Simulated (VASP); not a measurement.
A convergence study with VASP on NaF: one setting is varied, all else stays as given below, so the limit is that of these other settings.

```xyz
8
Lattice="3.2837 0.0000 0.0000 -3.2837 3.2837 0.0000 0.0000 0.0000 20.9658" Properties=species:S:1:pos:R:3 pbc="T T T"
F     -1.6419     1.6419     9.3219
F      0.0000     0.0000     7.0000
F     -1.6419     1.6419    13.9658
F      0.0000     0.0000    11.6438
Na     0.0000     0.0000     9.3219
Na    -1.6419     1.6419     7.0000
Na     0.0000     0.0000    13.9658
Na    -1.6419     1.6419    11.6438
```

Level of theory: PBE GGA, VASP's PBE PAW potentials (set 64) (plane waves; VASP 6.6.1). The tightest run used: 800 eV cut-off, 10×10×1 Γ-centred mesh, Fermi-Dirac smearing of 0.010 eV, potentials F Na_pv.

Gaps are read on the run's mesh, which can miss a band edge.

```
setting      E (eV/atom)  gap on the mesh (eV)  plane waves
-----------  -----------  --------------------  -----------
ENCUT = 200      -3.8356                 6.215         1477
ENCUT = 240      -4.3364                 5.687         1932
ENCUT = 280      -4.2934                 5.826         2441
```

Q: These are the cheaper rows. Estimate the results at ENCUT = 800, and how far the last row shown lies from them.

A: 
```csv
quantity,tightest run,last row shown is off by
E (eV/atom),-4.2410,-0.0524
gap on the mesh (eV),5.597,0.229
```

Left out are rungs that failed or repeat a setting and relaxations that didn't move; long series are thinned to 24 rows.

The cell is a sheet or thin cut with vacuum, built from a generated structure.
